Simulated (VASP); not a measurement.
Output of a VASP run:

File OUTCAR:
```
 ion  position               nearest neighbor table
   1  0.000  0.000  0.000-   2 2.69   2 2.69   2 2.69   2 2.69   2 2.69   2 2.69   2 2.69   2 2.69
  LATTYP: Found a simple tetragonal cell.
 ALAT       =     2.7769820744
 C/A-ratio  =     1.3190314590
 Subroutine PRICEL returns:
 Original cell was already a primitive cell.
 Subroutine GETGRP returns: Found 16 space group operations
The static configuration has the point symmetry D_4h.
The dynamic configuration has the point symmetry D_4h.
 Subroutine INISYM returns: Found 16 space group operations
 Subroutine IBZKPT returns following result:
 Found    168 irreducible k-points:

 Following reciprocal coordinates:
            Coordinates               Weight
  0.000000  0.000000  0.000000      1.000000
  0.076923  0.000000  0.000000      4.000000
  0.153846  0.000000  0.000000      4.000000
  0.230769  0.000000  0.000000      4.000000
  0.307692  0.000000  0.000000      4.000000
  0.384615  0.000000  0.000000      4.000000
  0.461538  0.000000  0.000000      4.000000
  0.076923  0.076923  0.000000      4.000000
  0.153846  0.076923  0.000000      8.000000
  0.230769  0.076923  0.000000      8.000000
  0.307692  0.076923  0.000000      8.000000
  0.384615  0.076923  0.000000      8.000000
  0.461538  0.076923  0.000000      8.000000
  0.153846  0.153846  0.000000      4.000000
  0.230769  0.153846  0.000000      8.000000
  0.307692  0.153846  0.000000      8.000000
  0.384615  0.153846  0.000000      8.000000
  0.461538  0.153846  0.000000      8.000000
  0.230769  0.230769  0.000000      4.000000
  0.307692  0.230769  0.000000      8.000000
  0.384615  0.230769  0.000000      8.000000
  0.461538  0.230769  0.000000      8.000000
  0.307692  0.307692  0.000000      4.000000
  0.384615  0.307692  0.000000      8.000000
  0.461538  0.307692  0.000000      8.000000
  0.384615  0.384615  0.000000      4.000000
  0.461538  0.384615  0.000000      8.000000
  0.461538  0.461538  0.000000      4.000000
  0.000000  0.000000  0.100000      2.000000
  0.076923  0.000000  0.100000      8.000000
  0.153846  0.000000  0.100000      8.000000
  0.230769  0.000000  0.100000      8.000000
  0.307692  0.000000  0.100000      8.000000
  0.384615  0.000000  0.100000      8.000000
  0.461538  0.000000  0.100000      8.000000
  0.076923  0.076923  0.100000      8.000000
  0.153846  0.076923  0.100000     16.000000
  0.230769  0.076923  0.100000     16.000000
  0.307692  0.076923  0.100000     16.000000
  0.384615  0.076923  0.100000     16.000000
   k-points           NKPTS =    168   k-points in BZ     NKDIM =    168   number of bands    NBANDS=     15
   number of dos      NEDOS =    301   number of ions     NIONS =      2
   total plane-waves  NPLWV =  11200
   dimension x,y,z NGX =    20 NGY =   20 NGZ =   28
   dimension x,y,z NGXF=    40 NGYF=   40 NGZF=   56
   ions per type =               1   1
   PREC   = accura    normal or accurate (medium, high low for compatibility)
   ISTART =      0    job   : 0-new  1-cont  2-samecut
   ICHARG =      2    charge: 1-file 2-atom 10-const
   ISPIN  =      1    spin polarized calculation?
   LNONCOLLINEAR =      F non collinear calculations
   LSORBIT =      F    spin-orbit coupling
   INIWAV =      1    electr: 0-lowe 1-rand  2-diag
   ENCUT  =  500.0 eV  36.75 Ry    6.06 a.u.   5.06  5.06  6.68*2*pi/ulx,y,z
   NELM   =    100;   NELMIN=  2; NELMDL= -5     # of ELM steps
   EDIFF  = 0.1E-05   stopping-criterion for ELM
   LREAL  =      F    real-space projection
   NLSPLINE    = F    spline interpolate recip. space projectors
   LMAXMIX     =    6 max onsite mixed and CHGCAR
   VOSKOWN=      0    Vosko Wilk Nusair interpolation
   EDIFFG = -.2E-01   stopping-criterion for IOM
   NSW    =     40    number of steps for IOM
   NBLOCK =      1;   KBLOCK =     40    inner block; outer block
   IBRION =      2    ionic relax: 0-MD 1-quasi-New 2-CG
...
```

**OSZICAR**
```
...
   3 F= -.35239295E+01 E0= -.35239408E+01  d E =-.405834E-01
       N       E                     dE             d eps       ncg     rms          rms(c)
DAV:   1    -0.689480126853E+01    0.31605E-02   -0.60449E-03  5190   0.168E+00    0.151E-01
DAV:   2    -0.689456165101E+01    0.23962E-03   -0.27734E-03  5104   0.171E+00    0.790E-02
DAV:   3    -0.689443934249E+01    0.12231E-03   -0.11281E-03  5513   0.125E+00    0.569E-02
DAV:   4    -0.689442309386E+01    0.16249E-04   -0.53785E-05  7030   0.235E-01    0.297E-02
DAV:   5    -0.689442049700E+01    0.25969E-05   -0.14718E-05  7223   0.122E-01    0.651E-03
DAV:   6    -0.689442002134E+01    0.47567E-06   -0.12802E-06  2695   0.351E-02
   4 F= -.35239622E+01 E0= -.35239715E+01  d E =-.406161E-01
       N       E                     dE             d eps       ncg     rms          rms(c)
DAV:   1    -0.689162089926E+01    0.27996E-02   -0.43494E-03  5160   0.143E+00    0.128E-01
DAV:   2    -0.689144830423E+01    0.17260E-03   -0.19924E-03  5104   0.145E+00    0.669E-02
DAV:   3    -0.689136016776E+01    0.88136E-04   -0.81359E-04  5513   0.106E+00    0.488E-02
DAV:   4    -0.689134842363E+01    0.11744E-04   -0.38716E-05  7087   0.200E-01    0.256E-02
DAV:   5    -0.689134663354E+01    0.17901E-05   -0.10794E-05  6682   0.105E-01    0.568E-03
DAV:   6    -0.689134626501E+01    0.36853E-06   -0.95427E-07  2667   0.305E-02
   5 F= -.35239535E+01 E0= -.35239611E+01  d E =-.406074E-01
       N       E                     dE             d eps       ncg     rms          rms(c)
DAV:   1    -0.689180145447E+01   -0.45482E-03   -0.34858E-02  5628   0.178E+00    0.172E-01
DAV:   2    -0.689135487469E+01    0.44658E-03   -0.52821E-04  7291   0.545E-01    0.999E-02
DAV:   3    -0.689117838171E+01    0.17649E-03   -0.40049E-04  6935   0.657E-01    0.550E-02
DAV:   4    -0.689113610763E+01    0.42274E-04   -0.22222E-04  6265   0.530E-01    0.149E-02
DAV:   5    -0.689113570299E+01    0.40465E-06   -0.10301E-05  7476   0.789E-02    0.800E-03
DAV:   6    -0.689113567872E+01    0.24270E-07   -0.53920E-07  2801   0.160E-02
   6 F= -.35241779E+01 E0= -.35241570E+01  d E =-.224427E-03
       N       E                     dE             d eps       ncg     rms          rms(c)
DAV:   1    -0.689262600995E+01   -0.14903E-02   -0.11318E-01  5628   0.320E+00    0.310E-01
DAV:   2    -0.689117775826E+01    0.14483E-02   -0.16457E-03  7250   0.921E-01    0.178E-01
DAV:   3    -0.689059051587E+01    0.58724E-03   -0.11495E-03  7116   0.108E+00    0.905E-02
DAV:   4    -0.689048155933E+01    0.10896E-03   -0.62962E-04  6216   0.895E-01    0.280E-02
DAV:   5    -0.689047885680E+01    0.27025E-05   -0.34176E-05  7664   0.161E-01    0.144E-02
DAV:   6    -0.689047879084E+01    0.65959E-07   -0.17931E-06  4365   0.246E-02
   7 F= -.35243536E+01 E0= -.35242539E+01  d E =-.400113E-03
       N       E                     dE             d eps       ncg     rms          rms(c)
DAV:   1    -0.689039642275E+01    0.82434E-04   -0.34572E-03  5614   0.558E-01    0.540E-02
DAV:   2    -0.689035202914E+01    0.44394E-04   -0.46708E-05  7285   0.146E-01    0.308E-02
DAV:   3    -0.689033367583E+01    0.18353E-04   -0.29081E-05  7505   0.162E-01    0.134E-02
DAV:   4    -0.689033139751E+01    0.22783E-05   -0.15104E-05  6065   0.138E-01    0.523E-03
DAV:   5    -0.689033126072E+01    0.13679E-06   -0.88091E-07  2730   0.328E-02
   8 F= -.35243580E+01 E0= -.35242422E+01  d E =-.404528E-03
```

File OUTCAR:
```
------------------------ aborting loop because EDIFF is reached ----------------------------------------
  FORCE on cell =-STRESS in cart. coord.  units (eV):
  Direction    XX          YY          ZZ          XY          YZ          ZX
  --------------------------------------------------------------------------------------
  Total        3.3988941      3.3988941      3.3928248      0.0000000     -0.0000000      0.0000000
  in kB      201.9560973    201.9560973    201.5954735      0.0000000     -0.0000000      0.0000000
  external PRESSURE =       1.8358894 kB  Pullay stress =     200.0000000 kB
  volume of cell :       26.96
      direct lattice vectors                 reciprocal lattice vectors
     2.743101703  0.000000000  0.000000000     0.364550829  0.000000000  0.000000000
     0.000000000  2.743101703  0.000000000    -0.000000000  0.364550829  0.000000000
     0.000000000 -0.000000000  3.583500116    -0.000000000 -0.000000000  0.279056779
 POSITION                                       TOTAL-FORCE (eV/Angst)
 -----------------------------------------------------------------------------------
      0.00000      0.00000      0.00000         0.000000      0.000000      0.000000
      1.37155      1.37155      1.79175         0.000000     -0.000000      0.000000
 -----------------------------------------------------------------------------------
    total drift:                               -0.000000      0.000000      0.000000
  FREE ENERGIE OF THE ION-ELECTRON SYSTEM (eV)
  ---------------------------------------------------
  free  energy   TOTEN  =        -6.8903312607 eV

  energy  without entropy=       -6.8899838528  energy(sigma->0) =       -6.89021546
  enthalpy is  TOTEN    =        -3.5243580466 eV   P V=        3.3659732141

 reached required accuracy - stopping structural energy minimisation
```
(Selected blocks of OUTCAR.)

### POSCAR
```
CuAu
1
    2.7769820744     0.0000000000     0.0000000000
    0.0000000000     2.7769820744     0.0000000000
    0.0000000000     0.0000000000     3.6629267172
Cu Au
1 1
Direct
  0.0000000000   0.0000000000   0.0000000000
  0.5000000000   0.5000000000   0.5000000000
```

**Question.** Reconstruct the remaining input files.

**Answer.** This is not unique; one that fits is the input of the run itself, PBE GGA, plane waves, VASP's PBE PAW potentials (set 64).

INCAR:
```
ISMEAR = 1   ! Methfessel-Paxton
LCHARG = F
IBRION = 2   ! conjugate gradients
SYSTEM = CuAu
GGA = PE   ! PBE
EDIFFG = -0.02   ! ionic stop
LREAL = F
EDIFF = 1E-6
ENCUT = 500
SIGMA = 0.1
LASPH = T   ! aspherical one-centre terms
NELM = 100   ! most electronic steps
ISIF = 3
PREC = Accurate
LMAXMIX = 6
NSW = 40
LWAVE = F
ALGO = Normal   ! blocked Davidson
PSTRESS = 200
```

### KPOINTS
```
K-points
0
Gamma
13 13 10
0 0 0
```

POTCAR, in this order: Cu Au (PBE.64 set). Program: vasp_std.

Energy and stress use the plane-wave basis of the starting cell.

The compound is CuAu in the L1_0 structure. This run relaxes it under an external pressure of 20 GPa. Symmetry was kept, so distortions that lower it aren't found.
